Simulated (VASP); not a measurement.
Data:

```yaml
crystal:
  lattice:
    - [5.40933, 0.00000, 0.00000]
    - [-2.70467, 4.68462, 0.00000]
    - [0.00000, 0.00000, 3.13280]
  atoms:
    - { symbol: Y, position: [0.00000, 0.00000, 0.00000] }
    - { symbol: B, position: [0.66667, 0.33333, 0.00000] }
    - { symbol: B, position: [0.33333, 0.66667, 0.00000] }
    - { symbol: Ir, position: [0.50000, 0.00000, 0.50000] }
    - { symbol: Ir, position: [0.50000, 0.50000, 0.50000] }
    - { symbol: Ir, position: [0.00000, 0.50000, 0.50000] }
```

Calculation: PBEsol GGA, VASP's PBE PAW potentials (set 64) (plane waves; VASP). Run with 520 eV cut-off, Gaussian smearing of 0.050 eV, potentials Y_sv B Ir.

Give the energies of bands 12 to 25 at the high-symmetry points, in eV from the Fermi level.

```
band      Γ      M      K      A      L      H
----  -----  -----  -----  -----  -----  -----
12    -4.89  -4.50  -5.15  -4.41  -4.53  -4.56
13    -4.89  -4.42  -4.25  -2.83  -3.76  -4.43
14    -3.12  -4.30  -4.25  -2.64  -3.68  -4.43
15    -3.12  -3.42  -3.89  -2.64  -3.51  -4.30
16    -1.68  -3.33  -3.11  -2.29  -3.10  -1.96
17    -1.68  -2.39  -3.11  -2.29  -2.76  -1.87
18    -1.45  -2.28  -2.30  -1.69  -2.32  -1.87
19    -1.45  -2.06  -1.67  -1.15  -1.30  -1.63
20    -0.97  -2.06  -1.64  -1.15  -1.20  -1.63
21    -0.97  -1.34  -1.64  -0.95  -0.73  -0.55
22    -0.60  -0.77  -0.96  -0.87  -0.27  -0.55
23     0.39   0.29   0.43  -0.86  -0.17  -0.32
24     0.91   1.60   1.65   0.10   0.04   0.04
25     1.49   2.31   1.65   0.10   2.14   1.00
```

It has no gap at this level: it comes out as a metal or semimetal.

The structure comes from a computed database's YB2Ir3 entry (P6/mmm); how it stands against other phases isn't given here. It was relaxed first.
